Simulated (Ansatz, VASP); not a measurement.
**Cross-check of Mo (Mo(100), 5 layers) between VASP and Ansatz**

One calculation is typed for both programs; each brings its own data sets. How far apart do they land? Of the first pair: The structure shown is the start of the Ansatz relaxation below; VASP solves that cell, so the two are compared at the walk's first step.

Method: plane waves, with VASP 6.6.1 beside it; PBE, in Ansatz 0.2.0.

**1. The starting structure**

The cell holds 5 atoms: 5 Mo. Cell: a = 3.150 Å, b = 3.150 Å, c = 21.300 Å, α = 90.0°, β = 90.0°, γ = 90.0°. Vacuum lies along c.

**2. Ansatz: relaxation, PBE**

Ansatz runs on its default PAW (the set named soft_2) files.

The two programs are compared at the cell with which this relaxation starts, whose forces are those of its first step.

File input.yaml:

```yaml
crystal:
  lattice:
    - [3.15, 0.0, 0.0]
    - [0.0, 3.15, 0.0]
    - [0.0, 0.0, 21.3]
  atoms:
    - { symbol: Mo, position: [0.0, 0.0, 0.3521126761] }
    - { symbol: Mo, position: [0.5, 0.5, 0.426056338] }
    - { symbol: Mo, position: [0.0, 0.0, 0.5] }
    - { symbol: Mo, position: [0.5, 0.5, 0.573943662] }
    - { symbol: Mo, position: [0.0, 0.0, 0.6478873239] }
kpoints:
  mp_grid: { grid: [8, 8, 1] }
hamiltonian:
  xc: pbe
scf:
  occupations: { method: fermi_dirac, width: 0.1 }
  convergence: { dr2_threshold: 1.0e-08 }
efield:
  axis: 3
  dipole_correction: true
  ramp_position: 0.97
  ramp_width: 0.04
relax:
  f_tol: 0.01
  constraints: [{ sites: [0, 1, 2] }]
output:
  write_potential: true
  write_density: true
  volumetric_format: npy
```

On the command line:

```console
$ ansatz run input.yaml --threads 4 --pin off --max-ram 8192MiB --backend cpu --events-out ev --progress --plain --runs-dir out
```

Numbers of over 12 decimals in the logs are rounded to 6 here.

Log:

```text
Engine: ansatz 0.2.0, aarch64-unknown-linux-gnu
Pseudopotentials: kind: paw
Pseudopotential: Mo, paw, valence charge 14, recommended cutoff 420 eV (normal), Mo.paw.azcp
Functional definition: PBE
  parameter kappa = 0.804
  parameter beta = 0.066725
  exchange = pbe_x(kappa = kappa, mu = beta*pi^2/3)
  correlation = pbe_c(beta = beta)
Crystal: 5 atoms, lattice volume = 211.349 Å³
Basis set: ecut = 420 eV, 4175 PW (Γ), exchange–correlation on 48×48×288 points (8 copies of the dense FFT grid, shifted against one another)
Bands: 42, of which v1, the nominal top of the filled ones, is band 35 counted from 1 (34 counted from 0)
Symmetry: 8 space group operations
k-points: 15 of 64
Non-local potential: Mo, projectors of the file, l = 0: 3, l = 1: 2, l = 2: 2, l = 3: 1
PAW form: soft (Blöchl's): semilocal exchange-correlation on the pseudo side does not see the compensation charge
PAW one-centre angular grid: Mo, 590 points (default); XC on 64 Gauss nodes
Initial density: superposition of atomic densities (neutral atoms: chi_scale 0, normalization atom), corrected by the library's trained network
Initial wavefunctions: pseudopotential atomic-orbital guess
Functional: x = pbe(κ = 0.804, μ = 0.219515), c = pbe(β = 0.066725)
SCF iter   1: F=—  HF=-24775.913889 eV  |F-HF|=—  |Δ(HF+E_count)|=         —  Δρ=8.63e-3  dr2=6.13e-1  ethr=1.77e-3  p=-0.001 e·Å  D=-6.02e-4 V/Å  ΔV_dip=0.01 eV  dr2_dipole=4.71e-4  V_vac-E_F(+/−)=4.03/4.02 eV  ⟨swp⟩=8.6  Hψ=2969  notcnv=0
efield: sawtooth ramp at fractional position 0.9700 (set: `efield.ramp_position`, or a place that a band, a saddle search or an elastic batch's reference lends), width 0.0400; the density the first Hamiltonian is built on has a dipole p = -0.001 e·Å; the dipole correction subtracts the counter field D = -6.02e-4 V/Å, which shifts the + side's vacuum level by +0.01 eV against the − side's; the planar-averaged density in the ramp window peaks in size at 1.6e-5 e/Å³
preconditioner: auto → LDOS  [metal: Δε(μ)=0.031 eV  Ē_g=3.492 eV  σ=0.100 eV  W_gap=0.08  n_scr=42 (ndim 8)  ℏωp=14.0 eV  f_vac=0.534  D(μ)=7.17/eV (n_scr^D=52)  β→1.0]
SCF iter   2: F=—  HF=-24775.883666 eV  |F-HF|=—  |Δ(HF+E_count)|=   3.02e-2  Δρ=4.51e-3  dr2=7.84e-2  ethr=8.75e-4  p=-0.000 e·Å  D=-1.30e-4 V/Å  ΔV_dip=0.00 eV  dr2_dipole=2.42e-5  V_vac-E_F(+/−)=3.96/3.95 eV  ⟨swp⟩=2.1  Hψ=848  notcnv=0
SCF iter   3: F=—  HF=-24775.877611 eV  |F-HF|=—  |Δ(HF+E_count)|=   6.05e-3  Δρ=1.40e-3  dr2=8.30e-3  ethr=1.12e-4  p=-0.000 e·Å  D=-9.04e-5 V/Å  ΔV_dip=0.00 eV  dr2_dipole=1.53e-5  V_vac-E_F(+/−)=3.96/3.96 eV  ⟨swp⟩=2.0  Hψ=904  notcnv=0
SCF iter   4: F=—  HF=-24775.877115 eV  |F-HF|=—  |Δ(HF+E_count)|=   4.96e-4  Δρ=3.24e-4  dr2=6.68e-4  ethr=1.19e-5  p=-0.000 e·Å  D=-4.08e-5 V/Å  ΔV_dip=0.00 eV  dr2_dipole=2.35e-6  V_vac-E_F(+/−)=3.96/3.96 eV  ⟨swp⟩=2.4  Hψ=835  notcnv=0
SCF iter   5: F=—  HF=-24775.877099 eV  |F-HF|=—  |Δ(HF+E_count)|=   1.59e-5  Δρ=7.66e-5  dr2=1.85e-5  ethr=9.54e-7  p=-0.000 e·Å  D=-1.45e-5 V/Å  ΔV_dip=0.00 eV  dr2_dipole=1.02e-7  V_vac-E_F(+/−)=3.96/3.96 eV  ⟨swp⟩=2.1  Hψ=838  notcnv=0
SCF iter   6: F=—  HF=-24775.877104 eV  |F-HF|=—  |Δ(HF+E_count)|=   5.31e-6  Δρ=2.94e-5  dr2=2.64e-6  ethr=2.64e-8  p=-0.000 e·Å  D=-2.97e-6 V/Å  ΔV_dip=0.00 eV  dr2_dipole=1.43e-9  V_vac-E_F(+/−)=3.96/3.96 eV  ⟨swp⟩=3.1  Hψ=1123  notcnv=0
SCF iter   7: F=—  HF=-24775.877334 eV  |F-HF|=—  |Δ(HF+E_count)|=   2.30e-4  Δρ=9.59e-6  dr2=8.85e-7  ethr=3.77e-9  p=0.000 e·Å  D=2.13e-6 V/Å  ΔV_dip=-0.00 eV  dr2_dipole=2.39e-9  V_vac-E_F(+/−)=3.96/3.96 eV  ⟨swp⟩=2.1  Hψ=998  notcnv=0
SCF iter   8: F=—  HF=-24775.877334 eV  |F-HF|=—  |Δ(HF+E_count)|=   1.23e-7  Δρ=3.78e-6  dr2=8.04e-8  ethr=1.26e-9  p=0.000 e·Å  D=4.24e-6 V/Å  ΔV_dip=-0.00 eV  dr2_dipole=5.44e-10  V_vac-E_F(+/−)=3.96/3.96 eV  ⟨swp⟩=2.2  Hψ=850  notcnv=0
SCF iter   9: F=—  HF=-24775.877334 eV  |F-HF|=—  |Δ(HF+E_count)|=   3.45e-8  Δρ=1.41e-6  dr2=1.18e-8  ethr=1.43e-11  p=0.000 e·Å  D=4.71e-6 V/Å  ΔV_dip=-0.00 eV  dr2_dipole=3.48e-12  V_vac-E_F(+/−)=3.96/3.96 eV  ⟨swp⟩=10.9  Hψ=4822  notcnv=0
SCF iter  10: F=-24775.877334 eV  HF=-24775.877334 eV  |F-HF|=8.29e-10  |Δ(HF+E_count)|=   1.40e-9  Δρ=6.30e-7  dr2=1.86e-9  ethr=1.43e-11  p=0.000 e·Å  D=4.86e-6 V/Å  ΔV_dip=-0.00 eV  dr2_dipole=2.13e-11  V_vac-E_F(+/−)=3.96/3.96 eV  ⟨swp⟩=9.5  Hψ=4202  notcnv=0
SCF 1 converged in 10 iterations: F = -24775.877334 eV  dr2 = 1.86e-9
  greatest PAW one-centre occupation: 0.998 electrons in one spin orbital (limit 2), on the Mo atom at site 0 (counted from 0), in its partial waves of l = 0
relax step   1: F+E_penalty+E_count = -24775.87733408 eV  Δ(F+E_penalty+E_count) = +0.000e0 eV  max|allowed force component| = 1.304e0 eV/Å  Δτ_max = 0.0000 Å  (10 SCF iters, accepted)
[...]
relax step   3: F+E_penalty+E_count = -24776.01011307 eV  Δ(F+E_penalty+E_count) = -4.607e-2 eV  max|allowed force component| = 3.308e-2 eV/Å  Δτ_max = 0.0746 Å  (9 SCF iters, accepted)
[...]
relax step   4: F+E_penalty+E_count = -24776.01016272 eV  Δ(F+E_penalty+E_count) = -4.964e-5 eV  max|allowed force component| = 2.504e-3 eV/Å  Δτ_max = 0.0032 Å  (7 SCF iters, accepted)
NSCF: frozen V_eff on 15 k-points
the band table was solved once a step of the walk had ended and its energy, with any forces and stress, was formed, with the checks that follow a solve (2875 applications of the Hamiltonian). They found nothing against the state; the energy, forces and stress were not computed again (output.eigenvalues in the input reference)
WARN: The output density's exchange-correlation potential varies sharply where the density is thin. Do not read a vacuum level from v_tot or v_xc, or from such a field of the output density. On a cell that repeats whose density bears no net charge and no dipole along the vacuum's axis use v_es (v_loc + v_h of the components); under efield.dipole_correction with no amplitude use v_es + v_field, which holds any externa [...]
SCF converged after 7 iterations
Free energy (F): -24776.010163 eV
Harris-Foulkes:  -24776.010163 eV  (|F-HF|=1.09e-11)
Internal energy: -24775.803681 eV  (E = F + TS)
E sigma→0 (E₀):  -24775.906922 eV
Entropy (-TS):   -0.206482 eV (-41.296 meV/atom)
Fermi energy:    5.385790 eV
Dipole field:    D = 0.003215 V/Å  (p = 0.003755 e·Å, saw-weighted, corrected)
Work function:   Φ+ = 3.9014 eV   Φ− = 3.9699 eV
Levels:          The Fermi level and band energies are counted from a zero that moves with the ramp; work functions are not
--- Per-component energies (eV) ---
  E_band       = -1354.911607
  E_kinetic    = 2197.622895
  E_local      = -68330.219551  (includes V_loc(G=0)·N_el)
  E_nonlocal   = 718.234785
  E_hartree    = 32958.921289
  E_xc         = -911.778873
  E_vxc        = -1137.301971  (∫ρ·V_xc dr)
  E_paw        = -16007.231990  (= ΣΔE_a)
  E_vpaw       = -721.046847  (= ΣTr[D̂ρ^β])
  E_aug_tail   = 0.000214  (compensation charges beyond the density's cutoff)
  E_efield     = 0.000006  (sawtooth field / dipole correction)
  E_vefield    = -0.045045  (∫n·V_field dr)
  E_ewald      = 24598.647543
  E_smearing   = -0.206482  (= −TS)
  E_closure    = -0.000000  (closes the sum)
  Σ components = -24776.010163   (vs F -24776.010163, Δ=0.00e0)
--- Forces (eV/Å), atoms counted from 1 ---
  atom   1  Mo     0.00000000     0.00000000     1.14209267
  atom   2  Mo    -0.00000000     0.00000000    -0.88694566
  atom   3  Mo     0.00000000     0.00000000    -0.25803180
  atom   4  Mo     0.00000000     0.00000000     0.00250400
  atom   5  Mo     0.00000000     0.00000000     0.00037927
  max |Σ_I F_I| component: 1.52e-6 eV/Å
--- Band table (eV; the first three rows and the last of 15) ---
  k-point 0: bands = [... 31 lower, 4.6007, 4.6007, 5.1363, 5.2118, 5.3110, 5.3230, 5.3230, 5.3475, ... 3 higher]
  k-point 1: bands = [... 31 lower, 4.5783, 4.7214, 4.7798, 4.8201, 5.4104, 5.5783, 5.8991, 6.0155, ... 3 higher]
  k-point 2: bands = [... 31 lower, 4.0988, 4.4146, 4.4635, 4.7009, 5.8284, 6.0330, 6.1048, 6.1623, ... 3 higher]
  k-point 14: bands = [... 31 lower, 4.7542, 4.7542, 6.8145, 6.9209, 7.2060, 7.2060, 7.3868, 7.5141, ... 3 higher]
--- Relaxed structure (4 steps of the walk, 4 accepted, 0 SCFs on fresh bases) ---
  F+E_penalty+E_count = -24776.01016272 eV   max|allowed force component| = 2.504e-3 eV/Å
  atoms:
    - { symbol: Mo, position: [0.0, 0.0, 0.3521126761] }
    - { symbol: Mo, position: [0.5, 0.5, 0.426056] }
    - { symbol: Mo, position: [0.0, 0.0, 0.5] }
    - { symbol: Mo, position: [0.5, 0.5, 0.576731] }
    - { symbol: Mo, position: [0, 0.0, 0.642099] }
```

**3. VASP: single point, PBE, start cell, pair 1**

The same cell, functional, mesh and smearing now go to VASP, with its own data sets.

Lines of VASP's logs that name or quote its potential files are left out, and so is its time.

File INCAR:

```
SYSTEM = Mo
PREC = Accurate
ENCUT = 400
EDIFF = 1E-06
NELM = 120
ISMEAR = -1
SIGMA = 0.1
LREAL = .FALSE.
ALGO = Normal
GGA = PE
NBANDS = 43
LASPH = .TRUE.
LORBIT = 11
LWAVE = .FALSE.
LCHARG = .FALSE.
ISIF = 2
LDIPOL = .TRUE.
IDIPOL = 3
DIPOL = 0.5 0.5 0.5
LVHAR = .TRUE.
GGA_COMPAT = .FALSE.
NELMDL = -8
KPAR = 2
```

File POSCAR:

```
Mo
1.0
    3.1500000000      0.0000000000      0.0000000000
    0.0000000000      3.1500000000      0.0000000000
    0.0000000000      0.0000000000     21.3000000000
Mo
5
Direct
    0.0000000000      0.0000000000      0.3521126761
    0.5000000000      0.5000000000      0.4260563380
    0.0000000000      0.0000000000      0.5000000000
    0.5000000000      0.5000000000      0.5739436620
    0.0000000000      0.0000000000      0.6478873239
```

File KPOINTS:

```
Automatic mesh
0
Gamma
8 8 1
0 0 0
```

Potentials, in the order of the species: Mo_sv (PBE family, release 64).

On the command line:

```console
$ mpirun -np 2 vasp_std
```

Log:

```text
[banner, memory and clock lines left out]
running    2 mpi-ranks, on    1 nodes
 distrk:  each k-point on    1 cores,    2 groups
 distr:  one band on    1 cores,    1 groups

 POSCAR found type information on POSCAR Mo
 POSCAR found :  1 types and       5 ions
 LDA part: xc-table for (Slater+PW92), standard interpolation
 POSCAR, INCAR and KPOINTS ok, starting setup
 FFT: planning ... GRIDC
 FFT: planning ... GRID_SOFT
 FFT: planning ... GRID
 WAVECAR not read
 entering main loop
       N       E                     dE             d eps       ncg     rms          rms(c)
DAV:   1     0.607627778564E+03    0.60763E+03   -0.41451E+04  1770   0.122E+03
DAV:   2    -0.340602254702E+02   -0.64169E+03   -0.62813E+03  1476   0.407E+02
DAV:   3    -0.549286451643E+02   -0.20868E+02   -0.20237E+02  1753   0.622E+01
DAV:   4    -0.556023503423E+02   -0.67371E+00   -0.66253E+00  1684   0.854E+00
DAV:   5    -0.556282223893E+02   -0.25872E-01   -0.25723E-01  1768   0.141E+00
DAV:   6    -0.556289717628E+02   -0.74937E-03   -0.74691E-03  1756   0.228E-01
DAV:   7    -0.556290061759E+02   -0.34413E-04   -0.34345E-04  1678   0.407E-02
DAV:   8    -0.556290077290E+02   -0.15531E-05   -0.15506E-05  1372   0.716E-03    0.276E+01
DAV:   9    -0.576602435511E+02   -0.20312E+01   -0.68091E+01  1671   0.316E+01    0.204E+01
DAV:  10    -0.590049350832E+02   -0.13447E+01   -0.13381E+02  1722   0.382E+01    0.196E+01
DAV:  11    -0.511040609682E+02    0.79009E+01   -0.72826E+01  1695   0.227E+01    0.627E+00
DAV:  12    -0.505637152669E+02    0.54035E+00   -0.30977E+00  1670   0.769E+00    0.339E+00
DAV:  13    -0.505482356380E+02    0.15480E-01   -0.12582E-01  1643   0.159E+00    0.319E+00
DAV:  14    -0.505013905045E+02    0.46845E-01   -0.62187E-02  1667   0.154E+00    0.182E+00
[...]
DAV:  21    -0.504762969338E+02    0.30558E-05   -0.49917E-05  1413   0.367E-02    0.152E-02
DAV:  22    -0.504763082174E+02   -0.11284E-04   -0.19346E-05  1633   0.248E-02    0.105E-02
DAV:  23    -0.504763311912E+02   -0.22974E-04   -0.11571E-05  1336   0.218E-02    0.796E-03
DAV:  24    -0.504763470674E+02   -0.15876E-04   -0.43465E-06  1302   0.116E-02    0.449E-03
DAV:  25    -0.504763687350E+02   -0.21668E-04   -0.12559E-06   975   0.375E-03    0.178E-03
DAV:  26    -0.504763799228E+02   -0.11188E-04   -0.82480E-07   906   0.527E-03    0.198E-03
DAV:  27    -0.504763843880E+02   -0.44652E-05   -0.26550E-07   830   0.192E-03    0.910E-04
DAV:  28    -0.504763852023E+02   -0.81427E-06   -0.59851E-08   776   0.106E-03
   1 F= -.50476385E+02 E0= -.50363597E+02  d E =-.225576E+00
```

(Part 1 of 2 ends here.)

[Lines on the potential files, build, host, timing and source positions are cut from VASP's logs without a mark.]

[Logs are printed without paths, hosts, clocks, repeated set-up lines and the standing remarks that a program may print on its own settings, such as how far it seeks lower states.]

[Hosts, paths, dates, database ids (printed as entryN), source tags and the programs' standing remarks are cut or masked in the printed files.]
